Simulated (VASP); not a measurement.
Level of theory: PBEsol GGA, VASP's PBE PAW potentials (set 64) (plane waves; VASP).

VASP ran on this input.

**KPOINTS**
```
Regular mesh
0
gamma
  20 20 20
0 0 0
```

### POSCAR
```
B
1
   -1.1484799667     1.1484799667     1.1484799667
    1.1484799667    -1.1484799667     1.1484799667
    1.1484799667     1.1484799667    -1.1484799667
B
1
Direct
  0.0000000000   0.0000000000   0.0000000000
```

**INCAR**
```
SYSTEM = B
PREC = Accurate; ENCUT = 520; LREAL = F
LASPH = T
EDIFF = 1E-6; NELM = 100; ALGO = Normal
ISMEAR = 1; SIGMA = 0.1
GGA = PS
IBRION = 2; NSW = 60; ISIF = 3
EDIFFG = -0.01
LWAVE = F; LCHARG = F
```

POTCAR, in this order: B (PBE.64 set). Program: vasp_std.

Output of the run:

**OSZICAR**
```
       N       E                     dE             d eps       ncg     rms          rms(c)
DAV:   1    -0.139508678595E+01   -0.13951E+01   -0.16361E+03  2705   0.487E+02
DAV:   2    -0.538156759310E+01   -0.39865E+01   -0.36326E+01  3325   0.614E+01
DAV:   3    -0.539991847421E+01   -0.18351E-01   -0.18350E-01  3025   0.448E+00
DAV:   4    -0.539992213365E+01   -0.36594E-05   -0.36589E-05  3960   0.480E-02
DAV:   5    -0.539992213377E+01   -0.11954E-09   -0.62211E-10  3000   0.118E-04    0.157E+00
DAV:   6    -0.539683194266E+01    0.30902E-02   -0.23402E-04  3280   0.205E-01    0.933E-01
DAV:   7    -0.539515425237E+01    0.16777E-02   -0.58945E-04  2685   0.327E-01    0.230E-02
DAV:   8    -0.539515440450E+01   -0.15212E-06   -0.10174E-06  3195   0.105E-02
   1 F= -.53951544E+01 E0= -.53951181E+01  d E =-.539515E+01
```

**OUTCAR**
```
------------------------ aborting loop because EDIFF is reached ----------------------------------------
  FORCE on cell =-STRESS in cart. coord.  units (eV):
  Direction    XX          YY          ZZ          XY          YZ          ZX
  --------------------------------------------------------------------------------------
  Total       -0.0000736     -0.0000736     -0.0000736     -0.0000000     -0.0000000      0.0000000
  in kB       -0.0194731     -0.0194731     -0.0194731     -0.0000000     -0.0000000      0.0000000
  external PRESSURE =      -0.0194731 kB  Pullay stress =       0.0000000 kB
  volume of cell :        6.06
      direct lattice vectors                 reciprocal lattice vectors
    -1.148479967  1.148479967  1.148479967     0.000000000  0.435358051  0.435358051
     1.148479967 -1.148479967  1.148479967     0.435358051  0.000000000  0.435358051
     1.148479967  1.148479967 -1.148479967     0.435358051  0.435358051  0.000000000
 POSITION                                       TOTAL-FORCE (eV/Angst)
 -----------------------------------------------------------------------------------
      0.00000      0.00000      0.00000         0.000000      0.000000      0.000000
 -----------------------------------------------------------------------------------
    total drift:                               -0.000000     -0.000000      0.000000
  FREE ENERGIE OF THE ION-ELECTRON SYSTEM (eV)
  ---------------------------------------------------
  free  energy   TOTEN  =        -5.3951544045 eV

  energy  without entropy=       -5.3950454503  energy(sigma->0) =       -5.39511809

 reached required accuracy - stopping structural energy minimisation
```
(Selected blocks of OUTCAR.)

The structure was generated: B was put into the bcc type (Im-3m), which need not be its known phase. It was relaxed first. The start is the result of an earlier pass.
